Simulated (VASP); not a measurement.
Output of a VASP run:

**OSZICAR**
```
       N       E                     dE             d eps       ncg     rms          rms(c)
DAV:   1     0.176951941581E+03    0.17695E+03   -0.13447E+04  2432   0.144E+03
DAV:   2    -0.417282597268E+02   -0.21868E+03   -0.21681E+03  3064   0.416E+02
DAV:   3    -0.585799866515E+02   -0.16852E+02   -0.16747E+02  4768   0.806E+01
DAV:   4    -0.589144554982E+02   -0.33447E+00   -0.33440E+00  2576   0.137E+01
DAV:   5    -0.589268989458E+02   -0.12443E-01   -0.12443E-01  3872   0.167E+00    0.177E+01
DAV:   6    -0.473451630404E+02    0.11582E+02   -0.10721E+01  3056   0.234E+01    0.454E+00
DAV:   7    -0.439174681093E+02    0.34277E+01   -0.16997E+00  2672   0.122E+01    0.133E+00
DAV:   8    -0.458315898003E+02   -0.19141E+01   -0.75656E-01  2488   0.101E+01    0.775E-01
DAV:   9    -0.449778665971E+02    0.85372E+00   -0.11410E+00  2432   0.104E+01    0.745E-01
DAV:  10    -0.449716660339E+02    0.62006E-02   -0.24165E-01  2640   0.404E+00    0.735E-01
DAV:  11    -0.455041620794E+02   -0.53250E+00   -0.34716E-01  2632   0.459E+00    0.386E-01
DAV:  12    -0.454919060054E+02    0.12256E-01   -0.13510E-02  3808   0.105E+00    0.307E-01
DAV:  13    -0.455046693669E+02   -0.12763E-01   -0.31936E-03  2680   0.574E-01    0.120E-01
DAV:  14    -0.454998343491E+02    0.48350E-02   -0.51090E-03  2552   0.630E-01    0.747E-02
DAV:  15    -0.454989498818E+02    0.88447E-03   -0.98159E-04  2984   0.238E-01    0.717E-02
DAV:  16    -0.454996398364E+02   -0.68995E-03   -0.11868E-03  2648   0.283E-01    0.353E-02
DAV:  17    -0.454997253737E+02   -0.85537E-04   -0.61708E-05  3448   0.488E-02    0.363E-02
DAV:  18    -0.454996080871E+02    0.11729E-03   -0.43366E-05  2528   0.519E-02    0.168E-02
DAV:  19    -0.454996325814E+02   -0.24494E-04   -0.62207E-05  2648   0.765E-02    0.450E-03
DAV:  20    -0.454996606923E+02   -0.28111E-04   -0.49281E-06  2096   0.255E-02    0.614E-03
DAV:  21    -0.454996360055E+02    0.24687E-04   -0.94168E-06  2160   0.299E-02    0.508E-03
DAV:  22    -0.454996441757E+02   -0.81703E-05   -0.19237E-06  1728   0.144E-02    0.725E-04
DAV:  23    -0.454996425844E+02    0.15914E-05   -0.12442E-07  1400   0.356E-03    0.633E-04
DAV:  24    -0.454996422697E+02    0.31470E-06   -0.38597E-08  1312   0.174E-03
   1 F= -.45499642E+02 E0= -.45498900E+02  d E =-.454996E+02
```

**OUTCAR**
```
------------------------ aborting loop because EDIFF is reached ----------------------------------------
  FORCE on cell =-STRESS in cart. coord.  units (eV):
  Direction    XX          YY          ZZ          XY          YZ          ZX
  --------------------------------------------------------------------------------------
  Total        0.0121525      0.0121525     -0.0194837      0.0000000      0.0000000      0.0000000
  in kB        0.4137521      0.4137521     -0.6633525      0.0000000      0.0000000      0.0000000
  external PRESSURE =       0.0547173 kB  Pullay stress =       0.0000000 kB
  volume of cell :       47.06
      direct lattice vectors                 reciprocal lattice vectors
     3.245732030  0.000000000  0.000000000     0.308096907  0.177879836  0.000000000
    -1.622866015  2.810886337  0.000000000     0.000000000  0.355759672  0.000000000
     0.000000000  0.000000000  5.158001498     0.000000000  0.000000000  0.193873538
 POSITION                                       TOTAL-FORCE (eV/Angst)
 -----------------------------------------------------------------------------------
      1.62287      0.93696      3.86850        -0.000000     -0.000000      0.000000
     -0.00000      1.87393      1.28950         0.000000      0.000000      0.000000
 -----------------------------------------------------------------------------------
    total drift:                                0.000468     -0.000270      0.000668
  FREE ENERGIE OF THE ION-ELECTRON SYSTEM (eV)
  ---------------------------------------------------
  free  energy   TOTEN  =       -45.4996422697 eV

  energy  without entropy=      -45.4974157530  energy(sigma->0) =      -45.49890010

 reached required accuracy - stopping structural energy minimisation
```
(Selected blocks of OUTCAR.)

POSCAR:
```
Zr
1
    3.2457320304    -0.0000000000     0.0000000000
   -1.6228660152     2.8108863372    -0.0000000000
   -0.0000000000    -0.0000000000     5.1580014984
Zr
2
Direct
  0.6666670000   0.3333330000   0.7500000000
  0.3333330000   0.6666670000   0.2500000000
```

Write an INCAR and KPOINTS that could have produced this output.

One answer among several that fit: the input of the run itself, r2SCAN meta-GGA, plane waves, VASP's PBE PAW potentials (set 64).

**INCAR**
```
# general
SYSTEM  = Zr
PREC    = Accurate
ENCUT   = 480   # plane-wave cut-off (eV)
LREAL   = F
LASPH   = T

# electronic loop
EDIFF   = 1E-6
NELM    = 100   # most electronic steps
ALGO    = Normal
LMAXMIX = 4   # l cut-off of mixed one-centre charges
LMIXTAU = T

# smearing
ISMEAR  = 1   # Methfessel-Paxton
SIGMA   = 0.1   # width (eV)

# functional
METAGGA = R2SCAN

# ions
IBRION  = 2   # conjugate gradients
NSW     = 60   # most ionic steps
ISIF    = 3   # ions, shape and volume
EDIFFG  = -0.01   # ionic stop

# output
LWAVE   = F
LCHARG  = F
```

File KPOINTS:
```
Automatic mesh
0
Gamma
12 12 7
0 0 0
```

POTCAR, in this order: Zr_sv (PBE.64 set). Program: vasp_std.

The compound is Zr in the hcp structure. It was relaxed first. The start is the result of an earlier pass.
